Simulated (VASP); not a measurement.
Output of a VASP run:

**OUTCAR**
```
 ion  position               nearest neighbor table
   1  0.502  0.752  0.750-   8 1.95   6 1.95   5 1.96   7 1.96  12 1.98  10 1.98
   2  0.498  0.248  0.250-   7 1.95   5 1.95   6 1.96   8 1.96  11 1.98   9 1.98
   3  0.000  0.000  0.500-   9 1.95  10 1.95  11 1.95  12 1.95   5 1.98   6 1.98
   4  0.000  0.500  0.000-  11 1.95  12 1.95   9 1.95  10 1.95   7 1.98   8 1.98
   5  0.305  0.305  0.500-   2 1.95   1 1.96   3 1.98
   6  0.695  0.695  0.500-   1 1.95   2 1.96   3 1.98
   7  0.305  0.804  1.000-   2 1.95   1 1.96   4 1.98
   8  0.695  0.196  0.000-   1 1.95   2 1.96   4 1.98
   9  0.195  0.250  0.945-   3 1.95   4 1.95   2 1.98
  10  0.805  0.750  0.055-   3 1.95   4 1.95   1 1.98
  11  0.804  0.250  0.555-   4 1.95   3 1.95   2 1.98
  12  0.196  0.750  0.445-   4 1.95   3 1.95   1 1.98
  LATTYP: Found a body centered tetragonal cell.
 ALAT       =     6.5100615090
 C/A-ratio  =     0.9092344877
 Subroutine PRICEL returns:
 Original cell was already a primitive cell.
 Subroutine GETGRP returns: Found  8 space group operations
The static configuration has the point symmetry C_2h.
 The point group associated with its full space group is D_2h.
The dynamic configuration has the point symmetry C_2h.
 Subroutine INISYM returns: Found  8 space group operations
 Subroutine IBZKPT returns following result:
 Found     46 irreducible k-points:

 Following reciprocal coordinates:
            Coordinates               Weight
  0.000000  0.000000  0.000000      1.000000
  0.166667 -0.000000  0.000000      4.000000
  0.333333 -0.000000  0.000000      4.000000
  0.500000  0.000000 -0.000000      2.000000
 -0.000000  0.166667  0.000000      4.000000
 -0.166667  0.166667  0.000000      4.000000
  0.166667  0.166667  0.000000      8.000000
 -0.166667  0.333333 -0.166667      8.000000
  0.333333  0.166667  0.000000      8.000000
 -0.166667  0.500000 -0.333333      8.000000
 -0.000000  0.333333  0.000000      4.000000
 -0.333333  0.333333  0.000000      4.000000
  0.166667  0.333333  0.000000      8.000000
 -0.333333  0.500000 -0.166667      8.000000
  0.333333  0.333333  0.000000      8.000000
 -0.166667  0.333333  0.000000      8.000000
  0.000000  0.500000 -0.000000      2.000000
  0.500000  0.500000  0.000000      2.000000
  0.166667  0.500000  0.000000      8.000000
  0.500000 -0.333333 -0.166667      8.000000
  0.166667  0.166667  0.166667      8.000000
  0.333333  0.166667  0.166667      4.000000
 -0.166667  0.166667  0.166667      2.000000
  0.166667  0.333333  0.166667      4.000000
 -0.333333 -0.333333 -0.166667      4.000000
 -0.333333  0.333333  0.166667      4.000000
 -0.333333  0.166667  0.333333      4.000000
  0.500000  0.500000  0.166667      4.000000
  0.500000  0.166667  0.500000      4.000000
 -0.333333  0.500000  0.166667      8.000000
  0.333333 -0.333333  0.166667      4.000000
  0.333333  0.166667 -0.333333      4.000000
  0.500000 -0.333333  0.166667      8.000000
  0.333333  0.333333  0.500000      8.000000
  0.166667 -0.166667  0.166667      2.000000
  0.166667  0.166667 -0.166667      2.000000
  0.333333 -0.166667  0.166667      4.000000
  0.166667  0.333333 -0.333333      4.000000
  0.500000 -0.166667  0.166667      4.000000
 -0.333333  0.333333  0.333333      2.000000
   k-points           NKPTS =     46   k-points in BZ     NKDIM =     46   number of bands    NBANDS=     57
   number of dos      NEDOS =    601   number of ions     NIONS =     12
   total plane-waves  NPLWV =  74088
   dimension x,y,z NGX =    42 NGY =   42 NGZ =   42
   dimension x,y,z NGXF=    84 NGYF=   84 NGZF=   84
   ions per type =               4   8
   PREC   = accura    normal or accurate (medium, high low for compatibility)
   ISTART =      0    job   : 0-new  1-cont  2-samecut
   ICHARG =      2    charge: 1-file 2-atom 10-const
   ISPIN  =      1    spin polarized calculation?
   LNONCOLLINEAR =      F non collinear calculations
   LSORBIT =      F    spin-orbit coupling
...
```

File OSZICAR:
```
       N       E                     dE             d eps       ncg     rms          rms(c)
DAV:   1     0.153168639333E+04    0.15317E+04   -0.49092E+04  5324   0.206E+03
DAV:   2     0.134333024127E+03   -0.13974E+04   -0.13390E+04  5333   0.643E+02
DAV:   3    -0.177812225063E+03   -0.31215E+03   -0.30373E+03  6875   0.261E+02
DAV:   4    -0.202609978765E+03   -0.24798E+02   -0.24739E+02  8040   0.788E+01
DAV:   5    -0.203972307611E+03   -0.13623E+01   -0.13616E+01  7968   0.148E+01    0.461E+01
DAV:   6    -0.144566004166E+03    0.59406E+02   -0.16424E+02  6954   0.108E+02    0.136E+01
DAV:   7    -0.137368009485E+03    0.71980E+01   -0.11424E+01  6702   0.171E+01    0.682E+00
DAV:   8    -0.145400199047E+03   -0.80322E+01   -0.45535E+00  6605   0.121E+01    0.410E+00
DAV:   9    -0.137942780796E+03    0.74574E+01   -0.26282E+00  5560   0.964E+00    0.116E+00
DAV:  10    -0.139425001061E+03   -0.14822E+01   -0.75437E-01  6371   0.547E+00    0.622E-01
DAV:  11    -0.139496867244E+03   -0.71866E-01   -0.68925E-02  6339   0.148E+00    0.324E-01
DAV:  12    -0.139582069309E+03   -0.85202E-01   -0.79144E-02  6293   0.205E+00    0.276E-01
DAV:  13    -0.139585131782E+03   -0.30625E-02   -0.20141E-02  6081   0.106E+00    0.880E-02
DAV:  14    -0.139591455302E+03   -0.63235E-02   -0.32000E-03  6036   0.404E-01    0.223E-02
DAV:  15    -0.139591190976E+03    0.26433E-03   -0.44671E-04  7190   0.126E-01    0.412E-02
DAV:  16    -0.139591708339E+03   -0.51736E-03   -0.14251E-04  6326   0.890E-02    0.165E-02
DAV:  17    -0.139591804781E+03   -0.96442E-04   -0.69102E-05  6616   0.523E-02    0.125E-02
DAV:  18    -0.139591851271E+03   -0.46490E-04   -0.17520E-05  6636   0.241E-02    0.553E-03
DAV:  19    -0.139591858977E+03   -0.77063E-05   -0.32950E-06  6264   0.109E-02    0.284E-03
DAV:  20    -0.139591860536E+03   -0.15594E-05   -0.96133E-07  7071   0.686E-03    0.254E-03
DAV:  21    -0.139591860915E+03   -0.37864E-06   -0.79637E-08  3864   0.223E-03    0.111E-03
DAV:  22    -0.139591861393E+03   -0.47856E-06   -0.14369E-07  3838   0.302E-03    0.355E-04
DAV:  23    -0.139591861383E+03    0.10032E-07   -0.46263E-08  3813   0.129E-03
   1 F= -.13959186E+03 E0= -.13959186E+03  d E =0.000000E+00
       N       E                     dE             ncg
       N       E                     dE             ncg
```

OUTCAR:
```
------------------------ aborting loop because EDIFF is reached ----------------------------------------
  FORCE on cell =-STRESS in cart. coord.  units (eV):
  Direction    XX          YY          ZZ          XY          YZ          ZX
  --------------------------------------------------------------------------------------
  Total        0.0975953     -0.0837085     -0.0815868      0.0000000      0.0000000      0.0000000
  in kB        1.2466272     -1.0692456     -1.0421438      0.0000000      0.0000000      0.0000000
  external PRESSURE =      -0.2882541 kB  Pullay stress =       0.0000000 kB
  volume of cell :      125.43
      direct lattice vectors                 reciprocal lattice vectors
    -2.959586220  3.255030754  3.255043742     0.000000000  0.153608380  0.153607767
     2.959586220 -3.255030754  3.255043742     0.168942535  0.000000000  0.153607767
     2.959586220  3.255030754 -3.255043742     0.168942535  0.153608380  0.000000000
 POSITION                                       TOTAL-FORCE (eV/Angst)
 -----------------------------------------------------------------------------------
      2.95959      1.62752      1.63845         0.000000     -0.000000     -0.020311
      0.00000      1.62752      1.61660        -0.000000     -0.000000      0.020311
      1.47979      1.62752     -1.62752        -0.000000     -0.000000      0.000000
      1.47979     -1.62752      1.62752        -0.000000     -0.000000     -0.000000
      1.48152      1.62752      0.35504        -0.000277     -0.000000      0.006033
      1.47807      1.62752      2.90000         0.000277     -0.000000     -0.006033
      4.43765      1.62752      0.35504         0.000277     -0.000000      0.006033
     -1.47807      1.62752      2.90000        -0.000277      0.000000     -0.006033
      2.95959      2.90000     -1.62937         0.000000     -0.007015     -0.000036
      0.00000      0.35503      4.88441        -0.000000      0.007015      0.000036
      0.00000      3.61006      1.62567         0.000000      0.007015     -0.000036
      2.95959     -0.35503      1.62937        -0.000000     -0.007015      0.000036
 -----------------------------------------------------------------------------------
    total drift:                                0.000000      0.000000     -0.000000
  FREE ENERGIE OF THE ION-ELECTRON SYSTEM (eV)
  ---------------------------------------------------
  free  energy   TOTEN  =      -139.5918613835 eV

  energy  without entropy=     -139.5918613835  energy(sigma->0) =     -139.59186138

 total charge

# of ion       s       p       d       tot
------------------------------------------
    1        2.217   6.299   1.640  10.155
    2        2.217   6.299   1.640  10.155
    3        2.217   6.299   1.640  10.155
    4        2.217   6.299   1.640  10.155
    5        1.577   3.530   0.000   5.106
    6        1.577   3.530   0.000   5.106
    7        1.577   3.530   0.000   5.106
    8        1.577   3.530   0.000   5.106
    9        1.577   3.530   0.000   5.106
   10        1.577   3.530   0.000   5.106
   11        1.577   3.530   0.000   5.106
   12        1.577   3.530   0.000   5.106
--------------------------------------------------
tot         21.480  53.431   6.559  81.470

 Electric field gradients after diagonalization (V/A^2)
 (convention: |V_zz| > |V_xx| > |V_yy|)
----------------------------------------------------------------------
 ion       V_xx      V_yy      V_zz     asymmetry (V_yy - V_xx)/ V_zz
----------------------------------------------------------------------
   1      14.332     7.654   -21.986       0.304
   2      14.332     7.654   -21.986       0.304
   3      14.344     7.597   -21.941       0.308
   4      14.344     7.597   -21.941       0.308
   5      24.425     1.174   -25.599       0.908
   6      24.425     1.174   -25.599       0.908
   7      24.425     1.174   -25.599       0.908
   8      24.425     1.174   -25.599       0.908
   9      24.415     1.190   -25.604       0.907
  10      24.415     1.190   -25.604       0.907
  11      24.414     1.190   -25.604       0.907
  12      24.414     1.190   -25.604       0.907
```
(Selected blocks of OUTCAR.)

### POSCAR
```
TiO2
1
   -2.9595862205     3.2550307545     3.2550437417
    2.9595862205    -3.2550307545     3.2550437417
    2.9595862205     3.2550307545    -3.2550437417
Ti O
4 8
Direct
  0.5016779235   0.7516779235   0.7500000000
  0.4983220765   0.2483220765   0.2500000000
  1.0000000000   1.0000000000   0.5000000000
  1.0000000000   0.5000000000   1.0000000000
  0.3045368548   0.3048286597   0.5002918049
  0.6954631452   0.6951713403   0.4997081951
  0.3045368548   0.8042450500   0.9997081951
  0.6954631452   0.1957549500   0.0002918049
  0.1951803334   0.2497160474   0.9454642859
  0.8048196666   0.7502839526   0.0545357141
  0.8042517613   0.2497160474   0.5545357141
  0.1957482387   0.7502839526   0.4454642859
```

Question: Reconstruct the remaining input files.

Answer: Several could match; the one computed here: the input of the run itself, r2SCAN meta-GGA, plane waves, VASP's PBE PAW potentials (set 64).

### KPOINTS
```
Automatic
0
G
6 6 6
0 0 0
```

### INCAR
```
SYSTEM = TiO2
PREC = Accurate
ENCUT = 520
EDIFF = 1E-7
NELM = 100
ALGO = Normal
LREAL = .FALSE.
LASPH = .TRUE.
ISMEAR = -5
METAGGA = R2SCAN
LMIXTAU = .TRUE.
LMAXMIX = 4
LWAVE = .FALSE.
LCHARG = .FALSE.
LORBIT = 11
NEDOS = 601
ISIF = 2
LEFG = .TRUE.
```

### KPOINTS_OPT
```
k-points along high-symmetry lines
5
Line-mode
Reciprocal
  0.000000   0.000000   0.000000 ! GAMMA
  0.500000   0.500000  -0.500000 ! X

  0.500000   0.500000  -0.500000 ! X
  0.454490   0.545510  -0.454490 ! F_2

 -0.454490   0.454490   0.454490 ! SIGMA_0
  0.000000   0.000000   0.000000 ! GAMMA

  0.000000   0.000000   0.000000 ! GAMMA
  0.499995  -0.499995   0.499995 ! Y_0

  0.500005   0.499995  -0.499995 ! U_0
  0.500000   0.500000  -0.500000 ! X

  0.000000   0.000000   0.000000 ! GAMMA
  0.000000   0.500000   0.000000 ! R

  0.000000   0.500000   0.000000 ! R
  0.250000   0.250000   0.250000 ! W

  0.250000   0.250000   0.250000 ! W
  0.500000   0.000000   0.000000 ! S

  0.500000   0.000000   0.000000 ! S
  0.000000   0.000000   0.000000 ! GAMMA

  0.000000   0.000000   0.000000 ! GAMMA
  0.000000   0.000000   0.500000 ! T

  0.000000   0.000000   0.500000 ! T
  0.250000   0.250000   0.250000 ! W
```

POTCAR, in this order: Ti_sv O (PBE.64 set). Program: vasp_std.

The structure comes from a computed database's TiO2 entry (Imma); how it stands against other phases isn't given here. It was relaxed first.
